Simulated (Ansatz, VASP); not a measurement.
# MgZn3O4: VASP beside Ansatz, part 3 of 3

Wanted: the spread between two codes on one cell, functional and k mesh. The cell is generated by rule, not measured, and may not be a known phase. The cell is taken from a series of runs on this material, whose earlier steps may have relaxed, scaled, displaced or heated it; both programs get it as it stands.

VASP 6.6.1 and Ansatz 0.2.0.

So far: The structure; Ansatz: relaxation of cell and atoms, PBEsol, pair 1; VASP: relaxation of cell and atoms, PBEsol, pair 1; Differences; VASP: relaxation of cell and atoms, PBEsol, pair 2; Ansatz: relaxation of cell and atoms, PBEsol, pair 2.

## (8) Ansatz: relaxation of cell and atoms, PBEsol, pair 3

Level of this step: Ansatz beside VASP: Kohn-Sham DFT, plane waves, PBEsol (Ansatz).

The relaxed volume is the usual yardstick between codes: in a stiff, nearly cubic crystal its relative difference is about their pressure difference at one cell divided by the bulk modulus.

The cell is taken from a series of runs on this material, whose earlier steps may have relaxed, scaled, displaced or heated it; both programs get it as it stands.

File input.yaml:

```yaml
crystal:
  lattice:
    - [3.2410042427, 0.0, 0.0]
    - [-1.6205021214, 2.806792008, 0.0]
    - [0.0, 0.0, 10.3818623818]
  atoms:
    - { symbol: Mg, position: [0.6666666667, 0.3333333333, 0.746339829] }
    - { symbol: O, position: [0.3333333333, 0.6666666667, 0.1893027733] }
    - { symbol: O, position: [0.6666666667, 0.3333333333, 0.4396375908] }
    - { symbol: O, position: [0.3333333333, 0.6666666667, 0.6896331341] }
    - { symbol: O, position: [0.6666666667, 0.3333333333, 0.9374657414] }
    - { symbol: Zn, position: [0.3333333333, 0.6666666667, -0.0011935027] }
    - { symbol: Zn, position: [0.6666666667, 0.3333333333, 0.2490515148] }
    - { symbol: Zn, position: [0.3333333333, 0.6666666667, 0.4997629193] }
kpoints:
  mp_grid: { grid: [9, 9, 4] }
hamiltonian:
  xc: pbesol
scf:
  occupations: { method: gaussian, width: 0.02 }
output:
  forces: true
  stress: true
  eigenvalues: true
relax:
  adjacent_minimum: "off"
  f_tol: 0.005
  max_steps: 80
  cell: { stress_tol: 0.05 }
```

Launch:

```bash
> ansatz run input.yaml --threads 8 --pin off --max-ram 14336MiB --backend cpu --events-out ev --progress --plain --runs-dir out
```

Numbers of over 12 decimals in the logs are rounded to 6 here.

The log of the run:

```text
[...]
Crystal: 8 atoms, lattice volume = 94.442 Å³
Basis set: ecut = 420 eV, 1895 PW (Γ), exchange–correlation on 48×48×144 points (8 copies of the dense FFT grid, shifted against one another)
Bands: 43, of which v1, the nominal top of the filled ones, is band 35 counted from 1 (34 counted from 0)
Symmetry: 6 space group operations
[...]
k-points: 43 of 324 (time reversal used)
[...]
atoms:
    - { symbol: Mg, position: [0.666667, 0.333333, 0.745827] }
    - { symbol: O, position: [0.333333, 0.666667, 0.189680] }
    - { symbol: O, position: [0.666667, 0.333333, 0.440094] }
    - { symbol: O, position: [0.333333, 0.666667, 0.690130] }
    - { symbol: O, position: [0.666667, 0.333333, 0.937745] }
    - { symbol: Zn, position: [0.333333, 0.666667, -0.00155947] }
    - { symbol: Zn, position: [0.666667, 0.333333, 0.248618] }
    - { symbol: Zn, position: [0.333333, 0.666667, 0.499466] }
[key lines of the parts left out:]
SCF converged after 5 iterations
Free energy (F): -14002.039041 eV
Fermi energy:    7.352819 eV
P = ⅓ Tr σ = -0.0008 GPa (-0.008 kbar)
```

## (9) VASP: relaxation of cell and atoms, PBEsol, pair 3

The same cell, functional, mesh and smearing now go to VASP, with its own data sets.

File INCAR:

```
SYSTEM = MgZn3O4
PREC = Accurate
ENCUT = 600
EDIFF = 1E-07
NELM = 120
ISMEAR = 0
SIGMA = 0.02
LREAL = .FALSE.
ALGO = Normal
GGA = PS
NBANDS = 39
LORBIT = 11
LWAVE = .FALSE.
LCHARG = .FALSE.
ISIF = 3
IBRION = 2
NSW = 80
EDIFFG = -0.005
LASPH = .TRUE.
GGA_COMPAT = .FALSE.
NELMIN = 4
EFERMI = MIDGAP
KPAR = 2
```

File POSCAR:

```
MgZn3O4
1.0
    3.2410040000      0.0000000000      0.0000000000
   -1.6205020000      2.8067920000      0.0000000000
    0.0000000000      0.0000000000     10.3818620000
Mg O Zn
1 4 3
Direct
    0.6666666073      0.3333332146      0.7463398184
    0.3333333927      0.6666667854      0.1893027474
    0.6666666073      0.3333332146      0.4396376103
    0.3333333927      0.6666667854      0.6896331313
    0.6666666073      0.3333332146      0.9374657455
    0.3333333927      0.6666667854      0.9988064761
    0.6666666073      0.3333332146      0.2490515671
    0.3333333927      0.6666667854      0.4997629520
```

File KPOINTS:

```
Automatic mesh
0
Gamma
9 9 4
0 0 0
```

The projector-augmented-wave data sets are Mg, O and Zn (PBE family, release 64).

Launch:

```bash
> mpirun -np 2 vasp_std
```

The log of the run:

```text
[... set-up lines as in an earlier step ...]
 entering main loop
       N       E                     dE             d eps       ncg     rms          rms(c)
DAV:   1     0.666596889644E+03    0.66660E+03   -0.32518E+04  3354   0.235E+03
DAV:   2     0.563135743624E+02   -0.61028E+03   -0.57384E+03  3483   0.536E+02
DAV:   3    -0.430070310893E+02   -0.99321E+02   -0.97132E+02  3768   0.200E+02
DAV:   4    -0.476927764711E+02   -0.46857E+01   -0.46639E+01  3931   0.462E+01
[...]
DAV:  16    -0.414154376437E+02    0.42192E-06   -0.18673E-06  4999   0.317E-02    0.335E-03
DAV:  17    -0.414154374362E+02    0.20754E-06   -0.20925E-06  4604   0.186E-02    0.111E-03
DAV:  18    -0.414154374130E+02    0.23147E-07   -0.24912E-07  3229   0.689E-03
   1 F= -.41415437E+02 E0= -.41415437E+02  d E =-.414154E+02
[... from here on, the cycles between the ionic steps are left out ...]
   2 F= -.41416375E+02 E0= -.41416375E+02  d E =-.937971E-03
   3 F= -.41416461E+02 E0= -.41416461E+02  d E =-.102315E-02
   4 F= -.41416713E+02 E0= -.41416713E+02  d E =-.252013E-03
   5 F= -.41416871E+02 E0= -.41416871E+02  d E =-.410849E-03
   6 F= -.41416985E+02 E0= -.41416985E+02  d E =-.113582E-03
   7 F= -.41416993E+02 E0= -.41416993E+02  d E =-.121576E-03
   8 F= -.41417019E+02 E0= -.41417019E+02  d E =-.255591E-04
   9 F= -.41417019E+02 E0= -.41417019E+02  d E =-.263602E-04
  10 F= -.41417019E+02 E0= -.41417019E+02  d E =-.264143E-04
  11 F= -.41417019E+02 E0= -.41417019E+02  d E =-.260459E-04
  12 F= -.41417019E+02 E0= -.41417019E+02  d E =-.263896E-04
  13 F= -.41417022E+02 E0= -.41417022E+02  d E =-.239645E-05
 trial-energy change:   -0.000002  1 .order   -0.000003   -0.000005   -0.000000
 step:   1.3896(harm=  1.3896)  dis= 0.00028  next Energy=   -41.417022 (dE=-0.276E-05)
 reached required accuracy - stopping structural energy minimisation
```

OUTCAR, selected parts (step 9):

```text
  Total        0.0038352      0.0038352      0.0022823      0.0000000      0.0000000      0.0000000
  in kB        0.0648437      0.0648437      0.0385882      0.0000000      0.0000000      0.0000000
  external PRESSURE =       0.0560919 kB  Pullay stress =       0.0000000 kB

 POSITION                                       TOTAL-FORCE (eV/Angst)
 -----------------------------------------------------------------------------------
      1.62477      0.93806      7.72823        -0.000000     -0.000000     -0.000701
      0.00000      1.87612      1.96329         0.000000      0.000000      0.001462
      1.62477      0.93806      4.56201        -0.000000      0.000000      0.000189
      0.00000      1.87612      7.15688        -0.000000     -0.000000     -0.001106
      1.62477      0.93806      9.71126         0.000000      0.000000      0.003802
      0.00000      1.87612     10.34246        -0.000000     -0.000000     -0.000085
      1.62477      0.93806      2.57652         0.000000     -0.000000     -0.001104
      0.00000      1.87612      5.17963        -0.000000     -0.000000     -0.002458
 -----------------------------------------------------------------------------------
    total drift:                               -0.000001     -0.000131      0.001260

  FREE ENERGIE OF THE ION-ELECTRON SYSTEM (eV)
  ---------------------------------------------------
  free  energy   TOTEN  =       -41.4170217694 eV

  energy  without entropy=      -41.4170217694  energy(sigma->0) =      -41.41702177

[... 2 parts as in an earlier step ...]

[... 2 further parts left out ...]
[key lines of the parts left out:]
E-fermi :   1.7855
```

## (10) Side by side

What differs besides the data sets and the points named for the pairs above, as far as they apply: the data sets hold 70 valence electrons in Ansatz (on its default PAW (the set named soft_2) files) and 62 in VASP. Total energies have different zeros and are not compared.

Compared:

| quantity | Ansatz | VASP | difference |
| --- | --- | --- | --- |
| volume (Å³) | 94.45 | 94.76 | -0.33 % |
| edge a after relaxation, in the typed setting (Å) | 3.246 | 3.249 | -0.10 % |
| edge c after relaxation, in the typed setting (Å) | 10.350 | 10.362 | -0.11 % |

## (11) What came out

```yaml
difference_in_volume_relaxation_of_cell_and_atoms_pbesol_pair_1: -0.34 %
difference_in_volume_relaxation_of_cell_and_atoms_pbesol_pair_2: -0.34 %
difference_in_volume_relaxation_of_cell_and_atoms_pbesol_pair_3: -0.33 %
```

The difference in volume is -0.34 % (relaxation of cell and atoms, PBEsol, pair 1), within the 1.2 % picked in this series as the mark of a large difference, as far as the stopping tolerances let one tell. The data sets hold unlike numbers of valence electrons (70 in Ansatz and 62 in VASP), so part of the differences comes from the potentials. Such differences can come from data sets, numerical settings and the points named under the comparisons, not from the functional's error against experiment.

[Lines on the potential files, build, host, timing and source positions are cut from VASP's logs without a mark.]

[Logs are printed without paths, hosts, clocks, repeated set-up lines and the standing remarks that a program may print on its own settings, such as how far it seeks lower states.]

[Hosts, paths, dates, database ids (printed as entryN), source tags and the programs' standing remarks are cut or masked in the printed files.]
